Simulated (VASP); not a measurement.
Consider the following.

```
PbO2
1.0
    4.78350     0.00000     0.00000
    0.00000     4.78350     0.00000
    0.00000     0.00000     3.41729
Pb O
2 4
Direct
  0.00000   0.00000   0.00000
  0.50000   0.50000   0.50000
  0.30717   0.30717   0.00000
  0.80717   0.19283   0.50000
  0.19283   0.80717   0.50000
  0.69283   0.69283   0.00000
```

Computed with PBE GGA, VASP's PBE PAW potentials (set 64) (plane waves; VASP 6.6.1). Run with 620 eV cut-off, 5×5×7 Γ-centred mesh, Gaussian smearing of 0.050 eV, potentials Pb_d O.

Energy and stress use the plane-wave basis of the starting cell.

Question: The ions, cell shape and volume at an external pressure of 30.0 GPa are relaxed. What does this cell relax into?

Answer: 
```
PbO2
1.0
    4.68244     0.00000     0.00000
    0.00000     4.68244     0.00000
    0.00000     0.00000     3.41027
Pb O
2 4
Direct
  0.00000   0.00000   0.00000
  0.50000   0.50000   0.50000
  0.30791   0.30791   0.00000
  0.80791   0.19209   0.50000
  0.19209   0.80791   0.50000
  0.69209   0.69209   0.00000
```
Space group P4_2/mnm (136), at a tolerance of 0.03 Å.

Question: How do energy and volume change from the first to the last step?

Answer: The energy (σ→0) changes by +87.9 meV/atom and the volume by -4.4 %, in 11 ionic steps.

The compound is PbO2 in the rutile structure. This run relaxes it under an external pressure of 30 GPa. Symmetry was kept, so distortions that lower it aren't found.
